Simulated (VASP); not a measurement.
Runs of VASP 6.6.1 on SnSe2. It takes space group P-3m1 (No. 164, trigonal). Conventional cell: a = 3.841 Å, b = 3.841 Å, c = 6.007 Å, α = 90.00°, β = 90.00°, γ = 120.00°. Around Sn (site symmetry -3m) lie 6 Se at 2.73 Å. Around Se (site symmetry 3m) lie 3 Sn at 2.73 Å. 

```tsv
task	level	potentials or basis	spin	cell	k mesh	cutoff (eV)	monkhorst-Pack mesh	gap on the mesh (eV)	pressure (GPa)	largest force (eV/Å)
band structure	LDA	VASP PAW LDA potentials, release 64 (Sn_d, Se)	off	P-3m1, 25.58 Å³/atom	9 × 9 × 5	520	-	(b)	-2.2	0.23
dielectric tensor	PBE	VASP PAW PBE potentials, release 64 (Sn_d, Se)	off	P-3m1, 25.58 Å³/atom	15 × 15 × 7	520	no	0.39	-	-
optical spectrum	PBE	VASP PAW PBE potentials, release 64 (Sn_d, Se)	off	P-3m1, 25.58 Å³/atom	9 × 9 × 5	520	-	0.43	2.3	0.01
band structure	PBE	VASP PAW PBE potentials, release 64 (Sn_d, Se)	SOC, no magnetisation	P-3m1, 25.58 Å³/atom	6 × 6 × 4	520	-	-	(a)	0.02
relaxation of cell and atoms	PBE+D3(BJ)	VASP PAW PBE potentials, release 64 (Sn_d, Se)	off	relaxed	9 × 9 × 5	600	-	0.43	0.0	0.01
band structure	PBE	VASP PAW PBE potentials, release 64 (Sn_d, Se)	off	P-3m1, 25.58 Å³/atom	9 × 9 × 5	520	-	0.43	2.3	0.01
```

Alike in all rows: smearing gaussian 0.03 eV.

Fill in the values left out.

(a) 2.4; (b) 0.32.

Caveats: spin-orbit coupling is left out, which moves the levels of the heavy elements (some runs); an odd mesh through Γ misses points on the zone boundary, where band edges often lie (some runs); the gap is small at this level, which inflates the dielectric constant (some runs); spectra need much finer meshes, so this one isn't converged (some runs); independent-particle spectra lack excitons (some runs).

A k mesh can miss the band edges, and rows without SOC leave out spin-orbit coupling on Se, Sn.
